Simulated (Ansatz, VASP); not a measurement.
# Cross-check of BAs between VASP and Ansatz

Aim: how closely do two programs agree when they are given the same cell, functional and k mesh? The cell is taken from a series of runs on this material, whose earlier steps may have relaxed, scaled, displaced or heated it; both programs get it as it stands.

Main program and level: Ansatz 0.2.0; plane waves, with VASP 6.6.1 beside it; G0W0 gap at LDA.

### 1. The structure

Symmetry: Imm2, No. 44, orthorhombic system. Conventional cell: a = 3.344 Å, b = 3.387 Å, c = 4.729 Å, α = 90.00°, β = 90.00°, γ = 90.00°. B has 4 As at 2.05 to 2.06 Å nearest. Nearest to As lie 4 B at 2.05 to 2.06 Å. Farther neighbours are not listed.

As a file:

```
B As
1.0
    -1.67204   -2.36461    1.69351
     1.67204   -2.36461    1.69351
     0.00000    0.00000    3.38703
B As
1 1
Direct
  0.99942 0.99942 0.00058
  0.75058 0.75058 0.74942
```

### 2. VASP: G0W0 gap, LDA

Quasiparticle shifts depend on high empty states and on the cores, so they are the hardest test of two PAW sets.

Lines of VASP's logs that name or quote its potential files are left out, and so is its time.

The run reads the wave functions of an earlier VASP run, which isn't shown here.

The input, INCAR:

```
SYSTEM = BAs
PREC = Accurate
ENCUT = 340
ISMEAR = 0
SIGMA = 0.01
LREAL = .FALSE.
GGA = CA
NBANDS = 120
ALGO = EVGW0
NELMGW = 1
ENCUTGW = 150
NOMEGA = 64
PRECFOCK = Fast
NBANDSGW = 16
LWAVE = .FALSE.
LCHARG = .FALSE.
```

The input, POSCAR:

```
BAs
1.0
   -1.6720353045     -2.3646149982      1.6935142642
    1.6720353045     -2.3646149982      1.6935142642
    0.0000000000      0.0000000036      3.3870285233
B As
1 1
Direct
    0.9994156084      0.9994156084      0.0005843916
    0.7505843916      0.7505843916      0.7494156084
```

The input, KPOINTS:

```
Automatic mesh
0
Gamma
6 6 6
0 0 0
```

The projector-augmented-wave data sets are B_GW and As_GW (LDA family, release 64).

Command:

```bash
> mpirun -np 8 vasp_std
```

Numbers of over 12 decimals in the logs are rounded to 6 here.

What it wrote:

```text
[banner, memory and clock lines left out]
running    8 mpi-ranks, on    1 nodes
 distrk:  each k-point on    8 cores,    1 groups
 distr:  one band on    1 cores,    8 groups

 POSCAR found type information on POSCAR B As
 POSCAR found :  2 types and       2 ions
|                                                                             |
|           W    W    AA    RRRRR   N    N  II  N    N   GGGG   !!!           |
|           W    W   A  A   R    R  NN   N  II  NN   N  G    G  !!!           |
|           W    W  A    A  R    R  N N  N  II  N N  N  G       !!!           |
|           W WW W  AAAAAA  RRRRR   N  N N  II  N  N N  G  GGG   !            |
|           WW  WW  A    A  R   R   N   NN  II  N   NN  G    G                |
|           W    W  A    A  R    R  N    N  II  N    N   GGGG   !!!           |
|                                                                             |
|     For optimal performance we recommend to set                             |
|       NCORE = 2 up to number-of-cores-per-socket                            |
|     NCORE specifies how many cores store one orbital (NPAR=cpu/NCORE).      |
|     This setting can greatly improve the performance of VASP for DFT.       |
|     The default, NCORE=1 might be grossly inefficient on modern             |
|     multi-core architectures or massively parallel machines. Do your        |
|     Unfortunately you need to use the default for GW and RPA                |
|     calculations (for HF NCORE is supported but not extensively tested      |
|     yet).                                                                   |
|                                                                             |

|                                                                             |
|           W    W    AA    RRRRR   N    N  II  N    N   GGGG   !!!           |
|           W    W   A  A   R    R  NN   N  II  NN   N  G    G  !!!           |
|           W    W  A    A  R    R  N N  N  II  N N  N  G       !!!           |
|           W WW W  AAAAAA  RRRRR   N  N N  II  N  N N  G  GGG   !            |
|           WW  WW  A    A  R   R   N   NN  II  N   NN  G    G                |
|           W    W  A    A  R    R  N    N  II  N    N   GGGG   !!!           |
|                                                                             |
|     The default for ENCUTGWSOFT is different in this version of VASP.       |
|     please manually set ENCUTGWSOFT =150 in the INCAR file.                 |
|                                                                             |

 LDA part: xc-table for (Slater(with rela. corr.)+CA(PZ))
 , standard interpolation
 found WAVECAR, reading the header
 POSCAR, INCAR and KPOINTS ok, starting setup
 FFT: planning ... GRIDC
 FFT: planning ... GRID_SOFT
 FFT: planning ... GRID
 reading WAVECAR
 the WAVECAR file was read successfully
 initial charge from wavefunction
 available memory per node:     67.37 GB, setting MAXMEM to     68989

 The Fermi energy was updated, please check that it is located mid-gap
 values below the HOMO (VB) or above the LUMO (CB) will cause erroneous energies
 E-fermi :   6.9941

 calculate exact exchange contribution
 the WAVEDER file was read successfully
energies w=
    0.000    0.000    0.481    0.000    0.961    0.000    1.438    0.000
    1.912    0.000    2.383    0.000    2.848    0.000    3.308    0.000
    3.762    0.000    4.211    0.000    4.652    0.000    5.088    0.000
    5.518    0.000    5.941    0.000    6.360    0.000    6.774    0.000
    7.183    0.000    7.589    0.000    7.992    0.000    8.392    0.000
    8.791    0.000    9.190    0.000    9.589    0.000    9.989    0.000
   10.392    0.000   10.798    0.000   11.208    0.000   11.624    0.000
   12.048    0.000   12.479    0.000   12.921    0.000   13.374    0.000
   13.841    0.000   14.324    0.000   14.823    0.000   15.344    0.000
   15.888    0.000   16.459    0.000   17.059    0.000   17.694    0.000
   18.370    0.000   19.090    0.000   19.863    0.000   20.697    0.000
   21.600    0.000   22.586    0.000   23.667    0.000   24.863    0.000
   26.194    0.000   27.687    0.000   29.377    0.000   31.309    0.000
   33.540    0.000   36.150    0.000   39.245    0.000   42.977    0.000
   47.564    0.000   53.337    0.000   60.819    0.000   70.891    0.000
   85.157    0.000  106.884    0.000  143.910    0.000  220.938    0.000
 responsefunction array rank=     120
 LDA part: xc-table for (Slater(with rela. corr.)+CA(PZ))
 , standard interpolation

 min. memory requirement per mpi rank    166.3 MB, per node   1330.6 MB

[...]
performed       1118000 updates of chi_q(r,r)
 total number of BLAS operations        121.16 Gflops
NQ=   3    0.3333   -0.0000    0.0000,
|.........|.........|.........|.........|.........|.........|.........|.........
 performed       1859000 updates of chi_q(r,r)
 total number of BLAS operations        194.29 Gflops
NQ=   4    0.5000   -0.0000    0.0000,
|.........|.........|.........|.........|.........|.........|.........|.........
 performed       2389000 updates of chi_q(r,r)
 total number of BLAS operations        247.54 Gflops
NQ=   5    0.1667    0.1667    0.0000,
|.........|.........|.........|.........|.........|.........|.........|.........
 performed       2877000 updates of chi_q(r,r)
[...]
|.........|.........|.........|.........|.........|.........|.........|.........
 performed      12352000 updates of chi_q(r,r)
 total number of BLAS operations       1264.72 Gflops
NQ=  19   -0.1667   -0.0000    0.1667,
|.........|.........|.........|.........|.........|.........|.........|.........
 performed      13381000 updates of chi_q(r,r)
 total number of BLAS operations       1366.24 Gflops
NQ=  20    0.3333    0.3333    0.1667,
|.........|.........|.........|.........|.........|.........|.........|.........
 performed      14134000 updates of chi_q(r,r)
 total number of BLAS operations       1443.20 Gflops
NQ=  21    0.5000    0.3333    0.1667,
|.........|.........|.........|.........|.........|.........|.........|.........
 performed      15163000 updates of chi_q(r,r)
 total number of BLAS operations       1542.89 Gflops
NQ=  22   -0.3333    0.3333    0.1667,
|.........|.........|.........|.........|.........|.........|.........|.........
 performed      16192000 updates of chi_q(r,r)
 total number of BLAS operations       1644.41 Gflops
NQ=  23   -0.1667    0.3333    0.1667,
|.........|.........|.........|.........|.........|.........|.........|.........
 performed      16914000 updates of chi_q(r,r)
 total number of BLAS operations       1714.36 Gflops
NQ=  24    0.5000    0.5000    0.1667,
|.........|.........|.........|.........|.........|.........|.........|.........
 performed      17667000 updates of chi_q(r,r)
 total number of BLAS operations       1787.29 Gflops
NQ=  25   -0.3333    0.5000    0.1667,
|.........|.........|.........|.........|.........|.........|.........|.........
 performed      18389000 updates of chi_q(r,r)
 total number of BLAS operations       1854.73 Gflops
NQ=  26    0.0000    0.0000    0.3333,
|.........|.........|.........|.........|.........|.........|.........|.........
 performed      19142000 updates of chi_q(r,r)
 total number of BLAS operations       1930.34 Gflops
NQ=  27    0.1667   -0.0000    0.3333,
|.........|.........|.........|.........|.........|.........|.........|.........
 performed      20171000 updates of chi_q(r,r)
 total number of BLAS operations       2039.30 Gflops
NQ=  28    0.3333   -0.0000    0.3333,
|.........|.........|.........|.........|.........|.........|.........|.........
 performed      20893000 updates of chi_q(r,r)
 total number of BLAS operations       2113.12 Gflops
NQ=  29    0.5000   -0.0000    0.3333,
|.........|.........|.........|.........|.........|.........|.........|.........
 performed      21922000 updates of chi_q(r,r)
 total number of BLAS operations       2211.01 Gflops
NQ=  30   -0.3333    0.0000    0.3333,
|.........|.........|.........|.........|.........|.........|.........|.........
 performed      22951000 updates of chi_q(r,r)
 total number of BLAS operations       2310.70 Gflops
NQ=  31   -0.1667   -0.0000    0.3333,
|.........|.........|.........|.........|.........|.........|.........|.........
 performed      23980000 updates of chi_q(r,r)
 total number of BLAS operations       2410.40 Gflops
NQ=  32    0.1667    0.1667    0.3333,
|.........|.........|.........|.........|.........|.........|.........|.........
 performed      24526000 updates of chi_q(r,r)
 total number of BLAS operations       2464.22 Gflops
NQ=  33    0.5000    0.1667    0.3333,
|.........|.........|.........|.........|.........|.........|.........|.........
 performed      25555000 updates of chi_q(r,r)
 total number of BLAS operations       2563.91 Gflops
NQ=  34   -0.3333    0.1667    0.3333,
|.........|.........|.........|.........|.........|.........|.........|.........
 performed      26362000 updates of chi_q(r,r)
 total number of BLAS operations       2644.91 Gflops
NQ=  35    0.5000    0.5000    0.3333,
|.........|.........|.........|.........|.........|.........|.........|.........
 performed      27115000 updates of chi_q(r,r)
 total number of BLAS operations       2721.88 Gflops
NQ=  36   -0.3333    0.5000    0.3333,
|.........|.........|.........|.........|.........|.........|.........|.........
 performed      28144000 updates of chi_q(r,r)
 total number of BLAS operations       2825.23 Gflops
NQ=  37   -0.1667    0.5000    0.3333,
|.........|.........|.........|.........|.........|.........|.........|.........
 performed      28866000 updates of chi_q(r,r)
 total number of BLAS operations       2888.97 Gflops
NQ=  38   -0.3333   -0.3333    0.3333,
|.........|.........|.........|.........|.........|.........|.........|.........
 performed      29412000 updates of chi_q(r,r)
 total number of BLAS operations       2939.92 Gflops
NQ=  39   -0.0000   -0.0000    0.5000,
|.........|.........|.........|.........|.........|.........|.........|.........
 performed      29950000 updates of chi_q(r,r)
 total number of BLAS operations       2990.16 Gflops
NQ=  40    0.1667    0.0000    0.5000,
|.........|.........|.........|.........|.........|.........|.........|.........
 performed      30979000 updates of chi_q(r,r)
 total number of BLAS operations       3095.36 Gflops
NQ=  41    0.3333    0.0000    0.5000,
|.........|.........|.........|.........|.........|.........|.........|.........
 performed      32008000 updates of chi_q(r,r)
 total number of BLAS operations       3191.46 Gflops
NQ=  42    0.5000    0.0000    0.5000,
|.........|.........|.........|.........|.........|.........|.........|.........
 performed      32477000 updates of chi_q(r,r)
 total number of BLAS operations       3241.98 Gflops
NQ=  43    0.1667    0.1667    0.5000,
|.........|.........|.........|.........|.........|.........|.........|.........
 performed      33230000 updates of chi_q(r,r)
 total number of BLAS operations       3316.24 Gflops
NQ=  44    0.3333    0.1667    0.5000,
|.........|.........|.........|.........|.........|.........|.........|.........
 performed      33952000 updates of chi_q(r,r)
 total number of BLAS operations       3386.20 Gflops
NQ=  45   -0.3333    0.1667    0.5000,
|.........|.........|.........|.........|.........|.........|.........|.........
 performed      34590000 updates of chi_q(r,r)
 total number of BLAS operations       3443.56 Gflops
NQ=  46   -0.1667    0.1667    0.5000,
|.........|.........|.........|.........|.........|.........|.........|.........
 performed      35404000 updates of chi_q(r,r)
 total number of BLAS operations       3525.33 Gflops
 resolving degeneracies of screened two electron integrals

 calculate QP shifts <psi_nk| G(iteration)W_0 |psi_nk>: iteration 1
 entering main loop
```

Parts of OUTCAR (step 2):

```text
ion  position               nearest neighbor table
   1  0.999  0.999  0.001-   2 2.05   2 2.05   2 2.06   2 2.06
   2  0.751  0.751  0.749-   1 2.05   1 2.05   1 2.06   1 2.06

  LATTYP: Found a body centered orthorhombic cell.
 ALAT       =     3.3440706090
 B/A-ratio  =     1.0128459950
 C/A-ratio  =     1.4142135597

 Subroutine GETGRP returns: Found  4 space group operations
 (whereof  4 operations were pure point group operations)

The static configuration has the point symmetry C_2v.

 Found     46 irreducible k-points:

   k-points           NKPTS =     46   k-points in BZ     NKDIM =    216   number of bands    NBANDS=    120

   dimension x,y,z NGX =    20 NGY =   20 NGZ =   20
   dimension x,y,z NGXF=    40 NGYF=   40 NGZF=   40

   ENCUT  =  340.0 eV  24.99 Ry    5.00 a.u.   5.04  5.04  5.09*2*pi/ulx,y,z

   NELECT =       8.0000    total number of electrons

  energy-cutoff  :      340.00
  volume of cell :       26.78
      direct lattice vectors                 reciprocal lattice vectors
    -1.672035305 -2.364614998  1.693514264    -0.299036748 -0.211450913  0.000000000
     1.672035305 -2.364614998  1.693514264     0.299036748 -0.211450913  0.000000000
     0.000000000  0.000000004  3.387028523     0.000000000  0.211450913  0.295244044

 k-points in reciprocal lattice and weights: Automatic mesh
   0.00000000  0.00000000  0.00000000       0.005
   0.16666667 -0.00000000  0.00000000       0.019
   0.33333333 -0.00000000  0.00000000       0.019
   0.50000000 -0.00000000  0.00000000       0.009
   0.16666667  0.16666667  0.00000000       0.009
   0.33333333  0.16666667  0.00000000       0.019
   0.50000000  0.16666667  0.00000000       0.019
  -0.33333333  0.16666667 -0.00000000       0.019
  -0.16666667  0.16666667  0.00000000       0.009
[...]
-0.33333333  0.16666667  0.50000000       0.019
  -0.16666667  0.16666667  0.50000000       0.019

 E-fermi :   6.9941

 QP shifts <psi_nk| G(iteration)W_0 |psi_nk>: iteration 1
 for sc-GW calculations column KS-energies equals QP-energies in previous step
 and V_xc(KS)=  KS-energies - (<T + V_ion + V_H > + <T+V_H+V_ion>^1  + <V_x>^1)
 k-point   1 :       0.0000    0.0000    0.0000
  band No.  KS-energies  QP-energies   sigma(KS)   V_xc(KS)     V^pw_x(r,r')   Z            occupation Imag(sigma)
      1      -9.1407      -9.7191     -12.7446     -11.9174     -19.6611       0.6992       2.0000       1.1967
      2       6.3299       5.9927     -13.2762     -12.8487     -13.9999       0.7888       2.0000       0.0430
      3       6.4326       6.0995     -13.3230     -12.9007     -14.0534       0.7889       2.0000       0.0432
      4       6.4413       6.1067     -13.2857     -12.8616     -13.9972       0.7891       2.0000       0.0427
      5       9.5851      10.0899     -11.0662     -11.7075      -6.8201       0.7871       0.0000      -0.0557
      6       9.6278      10.1376     -11.0849     -11.7335      -6.8192       0.7861       0.0000      -0.0564
      7       9.7835      10.2954     -11.0825     -11.7341      -6.7828       0.7856       0.0000      -0.0572
      8      11.3131      11.9928     -11.9030     -12.7993      -6.5722       0.7583       0.0000      -0.0894
    ...

 k-point   2 :       0.1667   -0.0000    0.0000
  band No.  KS-energies  QP-energies   sigma(KS)   V_xc(KS)     V^pw_x(r,r')   Z            occupation Imag(sigma)
      1      -8.6764      -9.2462     -12.7677     -11.9592     -19.5169       0.7047       2.0000       1.1451
      2       3.4823       3.0444     -12.9012     -12.3340     -14.6107       0.7719       2.0000       0.0640
      3       5.6236       5.2773     -13.1064     -12.6664     -14.0303       0.7868       2.0000       0.0446
      4       5.7300       5.3870     -13.1280     -12.6919     -14.0485       0.7865       2.0000       0.0447
      5       9.6774      10.1876     -11.2532     -11.9060      -6.7759       0.7816       0.0000      -0.0620
      6      10.4981      11.0156     -11.2042     -11.8673      -6.6536       0.7804       0.0000      -0.0648
      7      10.6105      11.1331     -11.2130     -11.8838      -6.6258       0.7790       0.0000      -0.0665
      8      13.1928      13.7733     -11.6932     -12.4697      -5.9105       0.7476       0.0000      -0.1328
    ...

 k-point   3 :       0.3333   -0.0000    0.0000
  band No.  KS-energies  QP-energies   sigma(KS)   V_xc(KS)     V^pw_x(r,r')   Z            occupation Imag(sigma)
      1      -7.3737      -7.8944     -12.8471     -12.1203     -19.1345       0.7164       2.0000       0.9828
      2      -0.3687      -0.9087     -12.6246     -11.8883     -16.0522       0.7335       2.0000       0.1909
      3       4.7696       4.3800     -13.0931     -12.5948     -14.3908       0.7820       2.0000       0.0510
      4       4.8744       4.4872     -13.1156     -12.6204     -14.4120       0.7820       2.0000       0.0512
      5       9.2568       9.7105     -11.2917     -11.8714      -6.8294       0.7826       0.0000      -0.0617
      6      11.1421      11.6287     -10.8547     -11.4795      -6.0163       0.7788       0.0000      -0.0776
      7      11.2670      11.7606     -10.8711     -11.5064      -5.9875       0.7768       0.0000      -0.0806
      8      15.0037      15.4953     -10.4264     -11.0847      -4.0603       0.7467       0.0000      -0.2231
    ...

 k-point   4 :       0.5000   -0.0000    0.0000
  band No.  KS-energies  QP-energies   sigma(KS)   V_xc(KS)     V^pw_x(r,r')   Z            occupation Imag(sigma)
      1      -6.1724      -6.6316     -13.0567     -12.4233     -18.8794       0.7250       2.0000       0.8156
      2      -2.4802      -3.0578     -12.3083     -11.5042     -16.7014       0.7183       2.0000       0.3666
      3       4.4583       4.0512     -13.1147     -12.5926     -14.5568       0.7797       2.0000       0.0540
      4       4.5618       4.1573     -13.1372     -12.6181     -14.5788       0.7793       2.0000       0.0542
      5       9.0922       9.5254     -11.3189     -11.8722      -6.8739       0.7829       0.0000      -0.0615
      6      11.0675      11.5155     -10.6082     -11.1810      -5.7869       0.7821       0.0000      -0.0781
      7      11.2049      11.6613     -10.6264     -11.2112      -5.7568       0.7805       0.0000      -0.0812
      8      15.0909      15.4764      -9.5270     -10.0379      -3.3020       0.7547       0.0000      -0.2187
    ...

[... 4 further parts left out ...]
```

(Continued in part 2 of 2.)

[Lines on the potential files, build, host, timing and source positions are cut from VASP's logs without a mark.]

[Logs are printed without paths, hosts, clocks, repeated set-up lines and the standing remarks that a program may print on its own settings, such as how far it seeks lower states.]

[Hosts, paths, dates, database ids (printed as entryN), source tags and the programs' standing remarks are cut or masked in the printed files.]
